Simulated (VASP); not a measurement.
A run of VASP 6.6.1:

The input INCAR:

```
PREC = Accurate
ENCUT = 520
EDIFF = 1E-6
ISMEAR = 0
SIGMA = 0.03
LREAL = F
LASPH = T
NELM = 60
ALGO = Normal
ISIF = 2
LWAVE = F
LCHARG = T
LDIPOL = T
IDIPOL = 3
DIPOL = 0.5 0.5 0.499
GGA = PS
LVHAR = T
LVACPOTAV = T
KPAR = 4
```

File KPOINTS:

```
Automatic mesh
0
Gamma
  12 12 1
```

The input POSCAR:

```
MoSeS                                   
1.0
    3.1759716448      0.0000000000      0.0000000000
   -1.5879858224      2.7504721278      0.0000000000
    0.0000000000      0.0000000000     19.2000000000
  S               Mo              Se            
     1     1     1
Direct
     0.6666669999999968    0.3333330000000032    0.4159836012185463
     0.3333330000000032    0.6666669999999968    0.4957219469041985
     0.6666669999999968    0.3333330000000032    0.5846486218772516
```

Potentials or basis: VASP PAW PBE potentials, release 64 (S, Mo_sv, Se).

Command:

```bash
$ cat potpaw_PBE.64/S/POTCAR potpaw_PBE.64/Mo_sv/POTCAR potpaw_PBE.64/Se/POTCAR > POTCAR
$ mpirun -np 4 vasp_std > vasp.out
```

Hardware: 4 MPI ranks on Intel(R) Xeon(R) 6975P-C (Granite Rapids), on a shared host.

Q: How long does it take, and how much memory?

A: It took 14 s on 4 MPI ranks on Intel(R) Xeon(R) 6975P-C (Granite Rapids), on a shared host, peak memory 0.31 GiB a rank. Counts: scf iterations 23, k points 19.
